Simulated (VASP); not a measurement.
A run of VASP 6.6.1 is set up as follows.

INCAR

```
ALGO = Normal
BPARAM = 11.95
CPARAM = 0.0093
EDIFF = 1E-6
EDIFFG = -0.01
ENCUT = 600
IBRION = 2
ISIF = 3
ISMEAR = 0
IVDW_NL = 2
LASPH = T
LCHARG = F
LMIXTAU = T
LREAL = F
LUSE_VDW = T
LWAVE = F
METAGGA = R2SCAN
NELM = 80
NSW = 90
PREC = Accurate
SIGMA = 0.03
```

KPOINTS

```
k-points
0
Gamma
  9 9 5
```

POSCAR

```
PtSe2
1.0
    3.7240000000      0.0000000000      0.0000000000
   -1.8620000000      3.2250786037      0.0000000000
    0.0000000000      0.0000000000      5.0620000000
Pt Se
1 2
Direct
    0.0000000000      0.0000000000      0.0000000000
    0.3333333333      0.6666666667      0.2500000000
    0.6666666667      0.3333333333      0.7500000000
```

Potentials or basis: VASP PAW PBE potentials, release 64 (Pt, Se).

Run with:

```bash
$ cat potpaw_PBE.64/Pt/POTCAR potpaw_PBE.64/Se/POTCAR > POTCAR
$ mpirun -np 1 vasp_std > vasp.out
```

Predict the band gap on the k mesh.

none (metal or under the smearing width).

Estimate the relaxed cell.

a = 3.733 Å, b = 3.733 Å, c = 5.272 Å, α = 90.00°, β = 90.00°, γ = 120.00°.

Estimate the space group after relaxing (to 0.05 Å).

P-3m1 (No. 164).

The path:
```csv
step,energy change (eV),largest force (eV/Å),pressure (GPa),volume (Å³)
1,0.0000,0.4326,4.01,60.80
2,0.0442,0.6153,-5.95,65.37
3,-0.0227,0.0139,-0.07,62.42
4,-0.0227,0.0213,0.00,62.38
5,-0.0240,0.0108,0.05,62.41
6,-0.0249,0.0601,0.11,62.45
7,-0.0249,0.0660,0.12,62.46
8,-0.0255,0.0645,0.04,62.64
9,-0.0266,0.0621,-0.24,63.17
10,-0.0266,0.0594,-0.71,64.25
11,-0.0270,0.0587,-0.42,63.65
12,-0.0273,0.0348,-0.23,63.64
13,-0.0274,0.0036,0.07,63.64
14,-0.0274,0.0016,0.05,63.64
```

Caveat: the PAW data sets were made with another functional, which shifts forces and pressure a little; pairwise dispersion overbinds metals, which lowers pressure and volume. Spin-orbit coupling is left out, which matters for the levels of Pt.
